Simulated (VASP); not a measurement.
# In2Bi (P6_3/mmc) in VASP: single point with LDA

Aim: the single point of In2Bi with LDA.

All numbers are computed with VASP 6.6.1; they aren't measurements. Logs are shortened: lines on timing, memory, paths and dates and some standing lists are left out, and cuts for length are marked.

### 1 The cell of the first run

Symmetry: P6_3/mmc, No. 194, hexagonal system. The conventional cell has a = 5.368 Å, b = 5.368 Å, c = 6.477 Å, α = 90.00°, β = 90.00°, γ = 120.00°. Around In (site symmetry -3m) lie 8 In at 3.24 to 3.50 Å and 6 Bi at 3.50 Å. In (site symmetry -6m2) is surrounded by 5 Bi at 3.10 to 3.24 Å and 6 In at 3.50 Å. Around Bi (site symmetry -6m2) lie 11 In at 3.10 to 3.50 Å.

### 2 Single point, LDA (relaxed again under DFT LDA, scalar-relativistic, plane waves, PAW)

File INCAR:

```
PREC = Accurate ; ENCUT = 520
EDIFF = 1E-7 ; ISMEAR = 0
SIGMA = 0.1 ; LREAL = False
LASPH = True ; NELM = 100
ALGO = Fast ; ISIF = 2
LWAVE = False ; LCHARG = False
NBANDS = 50
```

File KPOINTS:

```
regular mesh
0
Gamma
  9 9 6
```

File POSCAR:

```
In2Bi
1.0
    5.3678805217      0.0000000000      0.0000000000
   -2.6839402609      4.6487208963      0.0000000000
    0.0000000000      0.0000000000      6.4770719965
In Bi
4 2
Direct
    0.0000000000      0.0000000000      0.0000000000
    0.0000000000      0.0000000000      0.5000000000
    0.3333333333      0.6666666667      0.7500000000
    0.6666666667      0.3333333333      0.2500000000
    0.3333333333      0.6666666667      0.2500000000
    0.6666666667      0.3333333333      0.7500000000
```

Potentials or basis: VASP PAW LDA potentials, release 64 (In_d, Bi_d).

Run with:

```
$ cat potpaw_LDA.64/In_d/POTCAR potpaw_LDA.64/Bi_d/POTCAR > POTCAR
$ mpirun -np 1 vasp_std > vasp.out
```

OUTCAR:

```text
PREC = Accurate
   ENCUT = 520
   EDIFF = 1E-7
   ISMEAR = 0
   LREAL = False
   LASPH = True
   NELM = 100
   ISIF = 2

 ion  position               nearest neighbor table
   1  0.000  0.000  0.000-   2 3.24   2 3.24   4 3.50   5 3.50   6 3.50   3 3.50   4 3.50   6 3.50
                             3 3.50   5 3.50   4 3.50   6 3.50   3 3.50   5 3.50
   2  0.000  0.000  0.500-   1 3.24   1 3.24   4 3.50   5 3.50   6 3.50   3 3.50   4 3.50   6 3.50
                             3 3.50   5 3.50   4 3.50   6 3.50   3 3.50   5 3.50
   3  0.333  0.667  0.750-   6 3.10   6 3.10   6 3.10   5 3.24   5 3.24   1 3.50   2 3.50   2 3.50
                             1 3.50   2 3.50   1 3.50
   4  0.667  0.333  0.250-   5 3.10   5 3.10   5 3.10   6 3.24   6 3.24   1 3.50   2 3.50   1 3.50
                             2 3.50   1 3.50   2 3.50
   5  0.333  0.667  0.250-   4 3.10   4 3.10   4 3.10   3 3.24   3 3.24   1 3.50   2 3.50   2 3.50
                             1 3.50   2 3.50   1 3.50
   6  0.667  0.333  0.750-   3 3.10   3 3.10   3 3.10   4 3.24   4 3.24   1 3.50   2 3.50   1 3.50
                             2 3.50   1 3.50   2 3.50

  LATTYP: Found a hexagonal cell.
 ALAT       =     5.3678805217
 C/A-ratio  =     1.2066349037

  Lattice vectors:

 A1 = (   5.3678805217,   0.0000000000,   0.0000000000)
 A2 = (  -2.6839402609,   4.6487208963,   0.0000000000)
 A3 = (   0.0000000000,   0.0000000000,   6.4770719965)

Analysis of symmetry for initial positions (statically):
=====================================================================
 Subroutine PRICEL returns:
 Original cell was already a primitive cell.

 Routine SETGRP: Setting up the symmetry group for a
 hexagonal supercell.

 Subroutine GETGRP returns: Found 24 space group operations
 (whereof 12 operations were pure point group operations)
 out of a pool of 24 trial point group operations.

The static configuration has the point symmetry D_3d.
 The point group associated with its full space group is D_6h.

Analysis of symmetry for dynamics (positions and initial velocities):
=====================================================================
 Subroutine PRICEL returns:
 Original cell was already a primitive cell.

 Routine SETGRP: Setting up the symmetry group for a
 hexagonal supercell.

 Subroutine GETGRP returns: Found 24 space group operations
 (whereof 12 operations were pure point group operations)
 out of a pool of 24 trial point group operations.

The dynamic configuration has the point symmetry D_3d.
 The point group associated with its full space group is D_6h.

 Subroutine INISYM returns: Found 24 space group operations
 (whereof 12 operations are pure point group operations),
 and found     1 'primitive' translations

----------------------------------------------------------------------------------------

                                     Primitive cell

  volume of cell :     161.6274

  direct lattice vectors                    reciprocal lattice vectors
     5.367880522  0.000000000  0.000000000     0.186293267  0.107556468  0.000000000
    -2.683940261  4.648720896  0.000000000     0.000000000  0.215112936  0.000000000
     0.000000000  0.000000000  6.477071997     0.000000000  0.000000000  0.154390749

  length of vectors
     5.367880522  5.367880522  6.477071997     0.215112936  0.215112936  0.154390749

  position of ions in fractional coordinates (direct lattice)
     0.000000000  0.000000000  0.000000000
     0.000000000  0.000000000  0.500000000
     0.333333333  0.666666667  0.750000000
     0.666666667  0.333333333  0.250000000
     0.333333333  0.666666667  0.250000000
     0.666666667  0.333333333  0.750000000

  ion indices of the primitive-cell ions
   primitive index   ion index
                 1           1
                 2           2
                 3           3
                 4           4
                 5           5
                 6           6

----------------------------------------------------------------------------------------

 KPOINTS: regular mesh

Automatic generation of k-mesh.
 Grid dimensions read from file:
 generate k-points for:    9    9    6

 Generating k-lattice:

  Cartesian coordinates                     Fractional coordinates (reciprocal lattice)
     0.020699252  0.011950719  0.000000000     0.111111111  0.000000000  0.000000000
     0.000000000  0.023901437  0.000000000     0.000000000  0.111111111  0.000000000
     0.000000000  0.000000000  0.025731792     0.000000000  0.000000000  0.166666667

  Length of vectors
     0.023901437  0.023901437  0.025731792

  Shift w.r.t. Gamma in fractional coordinates (k-lattice)
     0.000000000  0.000000000  0.000000000

 Subroutine IBZKPT returns following result:
 ===========================================

 Found     48 irreducible k-points:

 Following reciprocal coordinates:
            Coordinates               Weight
  0.000000  0.000000  0.000000      1.000000
  0.111111  0.000000  0.000000      6.000000
  0.222222  0.000000  0.000000      6.000000
  0.333333  0.000000  0.000000      6.000000
  0.444444  0.000000  0.000000      6.000000
  0.111111  0.111111  0.000000      6.000000
[... 16 lines left out ...]
  0.333333  0.222222  0.166667     24.000000
  0.333333  0.333333  0.166667      4.000000
 [... further k-points ...]
   k-points           NKPTS =     48   k-points in BZ     NKDIM =     48   number of bands    NBANDS=     50
   number of dos      NEDOS =    301   number of ions     NIONS =      6
   total plane-waves  NPLWV =  76800
   dimension x,y,z NGX =    40 NGY =   40 NGZ =   48
   dimension x,y,z NGXF=    80 NGYF=   80 NGZF=   96
   ions per type =               4   2
   NGX,Y,Z   is equivalent  to a cutoff of  12.39, 12.39, 12.32 a.u.
   NGXF,Y,Z  is equivalent  to a cutoff of  24.78, 24.78, 24.64 a.u.
 SYSTEM =  unknown system
   PREC   = accura    normal or accurate (medium, high low for compatibility)
   ISTART =      0    job   : 0-new  1-cont  2-samecut
   ICHARG =      2    charge: 1-file 2-atom 10-const
   ISPIN  =      1    spin polarized calculation?
   LNONCOLLINEAR =      F non collinear calculations
   LSORBIT =      F    spin-orbit coupling
   LASPH  =      T    aspherical Exc in radial PAW
   ENCUT  =  520.0 eV  38.22 Ry    6.18 a.u.   9.98  9.98 12.04*2*pi/ulx,y,z
   NELM   =    100;   NELMIN=  2; NELMDL= -5     # of ELM steps
   EDIFF  = 0.1E-06   stopping-criterion for ELM
   LREAL  =      F    real-space projection
   EDIFFG = 0.1E-05   stopping-criterion for IOM
   NSW    =      0    number of steps for IOM
   IBRION =     -1    ionic relax: 0-MD 1-quasi-New 2-CG
   NFREE  =      0    steps in history (QN), initial steepest desc. (CG)
   ISIF   =      2    stress and relaxation
   ISYM   =      2    0-nonsym 1-usesym 2-fastsym
   POTIM  = 0.5000    time-step for ionic-motion
   TEBEG  =    0.0;   TEEND  =   0.0 temperature during run
   PSTRESS=    0.0 pullay stress
   NELECT =      82.0000    total number of electrons
   NUPDOWN=      -1.0000    fix difference up-down
   EMIN   =  10.00;   EMAX   =-10.00  energy-range for DOS
   EFERMI =   0.00;   METHOD = LEGACY
   ISMEAR =     0;   SIGMA  =   0.10  broadening in eV -4-tet -1-fermi 0-gaus
   EFERMI_NEDOS =   21; number of points for ismear=-14 and -15
   IALGO  =     68    algorithm
   IMIX   =      4    mixing-type and parameters
     AMIX     =   0.40;   BMIX     =  1.00
     AMIX_MAG =   1.60;   BMIX_MAG =  1.00
  volume/ion in A,a.u.               =      26.94       181.79
  Fermi-wavevector in a.u.,A,eV,Ry     =   1.305693  2.467402 23.195680  1.704834
  Thomas-Fermi vector in A             =   2.436545
   LORBIT       =      0    0 simple, 1 ext, 2 COOP (PROOUT), +10 PAW based schemes
   GGA     = CA    functional components
   LHFCALC =     F    Hartree Fock is set to
   AEXX    =    0.0000 exact exchange contribution
   IVDW    =     0    specifies the selected vdW correction
   LEPSILON=     F    determine dielectric tensor
   LRPA    =     F    only Hartree local field effects (RPA)
 non-spin polarized calculation
 RMM-DIIS sequential band-by-band and
 Gauss-broadening in eV      SIGMA  =   0.10
  energy-cutoff  :      520.00
  volume of cell :      161.63
 maximum number of plane-waves:      4386
 NGX is ok and might be reduce to    40
   NGX = 19   NGY = 19   NGZ = 25

 number of electron      82.0000010 magnetization

 Free energy of the ion-electron system (eV)
  ---------------------------------------------------
  ext. energy  EPLUGINS =         0.00000000
  ---------------------------------------------------
  free energy    TOTEN  =       -21.93527820 eV

  energy without entropy =      -21.91548147  energy(sigma->0) =      -21.92537983

 E-fermi :   7.6690     XC(G=0): -10.6631

 val. band max:        7.6522924572   @ k =   0.3333   0.3333   0.5000
 cond. band min:       7.6821277763   @ k =   0.1111   0.0000   0.0000
 fundamental gap:      0.0298353192
 Fermi energy:         7.6690248952

 k-point     1 :       0.0000    0.0000    0.0000
  band No.  band energies     occupation
      1     -14.9268      2.00000
      2     -14.9268      2.00000
      3     -14.9263      2.00000
      4     -14.9263      2.00000
      5     -14.8998      2.00000
      6     -14.8961      2.00000
[... 42 lines left out ...]
     49      10.4438      0.00000
     50      11.7741      0.00000

 k-point     2 :       0.1111    0.0000    0.0000
  band No.  band energies     occupation
      1     -14.9273      2.00000
      2     -14.9270      2.00000
      3     -14.9263      2.00000
      4     -14.9260      2.00000
      5     -14.8995      2.00000
      6     -14.8960      2.00000
[... 42 lines left out ...]
     49      11.1048      0.00000
     50      11.8337      0.00000

 k-point     3 :       0.2222    0.0000    0.0000
  band No.  band energies     occupation
      1     -14.9284      2.00000
      2     -14.9273      2.00000
      3     -14.9265      2.00000
      4     -14.9255      2.00000
      5     -14.8987      2.00000
      6     -14.8958      2.00000
[... 1102 lines left out ...]
     49      12.7878      0.00000
     50      13.0662      0.00000

 k-point    24 :       0.3333    0.3333    0.1667
  band No.  band energies     occupation
      1     -14.9299      2.00000
      2     -14.9271      2.00000
      3     -14.9271      2.00000
      4     -14.9255      2.00000
      5     -14.8962      2.00000
      6     -14.8960      2.00000
[... 42 lines left out ...]
     49      12.5762      0.00000
     50      13.5569      0.00000

 [... further k-points ...]
[... 5 lines left out ...]
  --------------------------------------------------------------------------------------
  -------------------------------------------------------------------------------------
  Total        0.0450116      0.0450116      0.0189499     -0.0000000      0.0000000      0.0000000
  in kB        0.4461900      0.4461900      0.1878460     -0.0000000      0.0000000      0.0000000
  external PRESSURE =       0.3600754 kB  Pullay stress =       0.0000000 kB

 VOLUME and BASIS-vectors are now :
 -----------------------------------------------------------------------------
  energy-cutoff  :      520.00
  volume of cell :      161.63
      direct lattice vectors                 reciprocal lattice vectors
     5.367880522  0.000000000  0.000000000     0.186293267  0.107556468  0.000000000
    -2.683940261  4.648720896  0.000000000     0.000000000  0.215112936  0.000000000
     0.000000000  0.000000000  6.477071997     0.000000000  0.000000000  0.154390749

 POSITION                                       TOTAL-FORCE (eV/Angst)
 -----------------------------------------------------------------------------------
      0.00000      0.00000      0.00000         0.000000     -0.000000      0.000000
      0.00000      0.00000      3.23854         0.000000     -0.000000      0.000000
     -0.00000      3.09915      4.85780        -0.000000     -0.000000      0.000000
      2.68394      1.54957      1.61927         0.000000     -0.000000      0.000000
     -0.00000      3.09915      1.61927        -0.000000      0.000000      0.000000
      2.68394      1.54957      4.85780         0.000000     -0.000000      0.000000
 -----------------------------------------------------------------------------------
    total drift:                                0.000000     -0.000000      0.000000

  FREE ENERGIE OF THE ION-ELECTRON SYSTEM (eV)
  ---------------------------------------------------
  free  energy   TOTEN  =       -21.9352782009 eV

  energy  without entropy=      -21.9154814678  energy(sigma->0) =      -21.92537983
```

Wall time 9.1 min (1 thread of Intel Xeon Platinum 8488C (Sapphire Rapids), shared host); peak memory 0.41 GiB.

What came out:

| Item | Value |
| --- | --- |
| Free energy | -21.9353 eV |
| Pressure | 0.0 GPa |
| Band gap on the k mesh | none (metal or under the smearing width) |

Levels at points of the mesh, in eV from the Fermi level:
| k point | band 39 | band 40 | band 41 | band 42 | band 43 | band 44 |
| --- | --- | --- | --- | --- | --- | --- |
| (0.00, 0.00, 0.00) | -1.77 | -1.76 | -0.50 | -0.10 | -0.10 | 0.20 |
| (0.00, 0.00, 0.50) | -1.79 | -1.79 | -0.76 | -0.76 | -0.23 | -0.23 |

Caveat: spin-orbit coupling is left out, which moves the levels of the heavy elements.
